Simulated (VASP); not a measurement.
VASP ran on this input.

File KPOINTS:
```
Automatic mesh
0
Gamma
 10 10 10
0 0 0
```

INCAR:
```
# general
SYSTEM   =  InSb
PREC     =  Accurate
ENCUT    =  520
LREAL    =  F
LASPH    =  T

# electronic loop
EDIFF    =  1E-7
NELM     =  100
ALGO     =  Normal
LMAXMIX  =  4
LMIXTAU  =  T

# smearing
ISMEAR   =  1
SIGMA    =  0.1

# functional
METAGGA  =  R2SCAN

# ions
ISIF     =  2

# output
LWAVE    =  F
LCHARG   =  F
```

**POSCAR**
```
InSb
1
    0.0000000000     3.2118759008     3.2118759008
    3.2118759008     0.0000000000     3.2118759008
    3.2118759008     3.2118759008     0.0000000000
In Sb
1 1
Direct
  0.0000000000   0.0000000000   0.0000000000
  0.2500000000   0.2500000000   0.2500000000
```

POTCAR, in this order: In_d Sb (PBE.64 set). Program: vasp_std.

Task: Write an equivalent input for Ansatz.

Result: One equivalent input (not run):
Ansatz 0.2 input:
```yaml
crystal:
  lattice:
    - [0.0000000, 3.2118759, 3.2118759]
    - [3.2118759, 0.0000000, 3.2118759]
    - [3.2118759, 3.2118759, 0.0000000]
  atoms:
    - { symbol: In, position: [0.0000000, 0.0000000, 0.0000000] }
    - { symbol: Sb, position: [0.2500000, 0.2500000, 0.2500000] }
kpoints:
  mp_grid: { grid: [10, 10, 10] }
hamiltonian:
  xc: r2scan
  pseudopotentials: { kind: paw }
scf:
  occupations: { method: methfessel_paxton, width: 0.1 }
  max_iter: 100
output: { forces: true, stress: true, eigenvalues: true }
```
The two are equivalent in intent, not identical: each code has its own PAW files, so the cut-off isn't converted (ENCUT is set for VASP's; basis.ecutwfc is left out, and Ansatz then takes the one that its files recommend); Ansatz stops its SCF on the density residual and VASP on the energy change (EDIFF).

The compound is InSb in the zinc blende structure. This cell is one point of a volume scan, at 0.94 of the reference volume.
